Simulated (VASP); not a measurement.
Runs of VASP 6.6.1 on Y3Ge. Symmetry: I4/mmm, No. 139, tetragonal system. Conventional cell: a = 4.531 Å, b = 4.531 Å, c = 10.394 Å, α = 90.00°, β = 90.00°, γ = 90.00°. Y (site symmetry 4/mmm) is surrounded by 4 Ge at 3.20 Å and 8 Y at 3.45 Å. Y (site symmetry -4m2) has 8 Y at 3.20 to 3.45 Å and 4 Ge at 3.45 Å as nearest neighbours. Ge (site symmetry 4/mmm) has 12 Y at 3.20 to 3.45 Å as nearest neighbours. The cell comes from a database or a generator and needn't be the stable form of this composition.

| level | potentials or basis | gap on the mesh (eV) | pressure (GPa) | relaxed volume (Å³/atom) |
| --- | --- | --- | --- | --- |
| BLYP+D3(BJ) | VASP PAW PBE potentials, release 64 (Y_sv, Ge_d) | none | 0.0 | 24.71 |
| revPBE | VASP PAW PBE potentials, release 64 (Y_sv, Ge_d) | none | 0.0 | 27.22 |
| PBE | VASP PAW PBE potentials, release 64 (Y_sv, Ge_d) | none | 0.0 | (c) |
| BLYP+D3 | VASP PAW PBE potentials, release 64 (Y_sv, Ge_d) | none | 0.0 | (a) |
| PW91 | VASP PAW PBE potentials, release 64 (Y_sv, Ge_d) | none | 0.0 | 26.43 |
| LDA | VASP PAW LDA potentials, release 64 (Y_sv, Ge_d) | none | 0.0 | 23.98 |
| BLYP | VASP PAW PBE potentials, release 64 (Y_sv, Ge_d) | none | 0.0 | (b) |
| AM05 | VASP PAW PBE potentials, release 64 (Y_sv, Ge_d) | none | 0.0 | 25.27 |

Alike in all rows: task relaxation of cell and atoms; no spin polarisation; cell relaxed; k mesh 6 × 6 × 6; cutoff (eV) 600; smearing fermi-dirac 0.05 eV.

Task: Estimate the missing entries.

Result: (a) 25.54; (b) 27.78; (c) 26.54.

Caveats: the PAW data sets were made with another functional, which shifts forces and pressure a little (some runs); pairwise dispersion overbinds metals, which lowers pressure and volume (some runs).

A k mesh can miss the band edges, and the runs leave out spin-orbit coupling on Ge, Y.

A gap of «none» marks a metal or a gap under the smearing width.
